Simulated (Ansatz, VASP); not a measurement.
# YSn3: VASP beside Ansatz

```
Y Sn
1.0
     4.57075    0.00000    0.00000
     0.00000    4.57075    0.00000
     0.00000    0.00000    4.57075
Y Sn
1 3
Direct
  0.00000 0.00000 0.00000
  0.00000 0.50000 0.50000
  0.50000 0.00000 0.50000
  0.50000 0.50000 0.00000
```

Change from the starting cell: volume scaled by 0.94.

Alike in both runs: task single point; functional PBEsol; k mesh 8 × 8 × 8; occupations fermi-dirac, width 0.05 eV; no spin polarisation.

|  | VASP | Ansatz |
| --- | --- | --- |
| version | VASP 6.6.1 | Ansatz 0.2.0 |
| potentials or method | VASP PAW PBE potentials, release 64 (Y_sv, Sn_d), cutoff 520 eV | all-electron LAPW, scalar-relativistic |

|  | VASP | Ansatz | Ansatz less VASP |
| --- | --- | --- | --- |
| pressure (GPa) | 3.4 | 3.5 | +0.06 |

Ansatz ran all-electron here, so the differences hold the error of VASP's frozen core and of both bases.

Caveats: the PAW data sets were made with another functional, which shifts forces and pressure a little (VASP).
